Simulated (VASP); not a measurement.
C:

```xyz
4
Lattice="2.4610 0.0000 0.0000 -1.2305 2.1313 0.0000 0.0000 0.0000 9.3912" Properties=species:S:1:pos:R:3 pbc="T T T"
C     0.0000    0.0000    2.3478
C     0.0000    1.4209    2.3478
C     0.0000    0.0000    7.0434
C     1.2305    0.7104    7.0434
```

The cell was built by a generator and needn't be a form met in nature.

Base run:

```yaml
Program: VASP 6.6.1
Functional: optB86b-vdW
Potentials_or_basis: VASP PAW PBE potentials, release 64 (C)
Cutoff: 520 eV
k_mesh: 16 × 16 × 4
Occupations: fermi-dirac, width 0.05 eV
Spin: no spin polarisation
```

Its results: band gap on the k mesh 1.16 eV, direct; pressure 1.1 GPa.

The run is repeated on the same cell with these changes: functional from optB86b-vdW to PBEsol. What comes out?

Band gap on the k mesh 1.17 eV, direct; pressure -0.1 GPa.

Caveats: the PAW data sets were made with another functional, which shifts forces and pressure a little; this functional lacks dispersion, which binds the layers, so the pressure and a relaxed spacing across them are unreliable (some runs).

A k mesh can miss the band edges.

Not every run made on this cell is shown here.
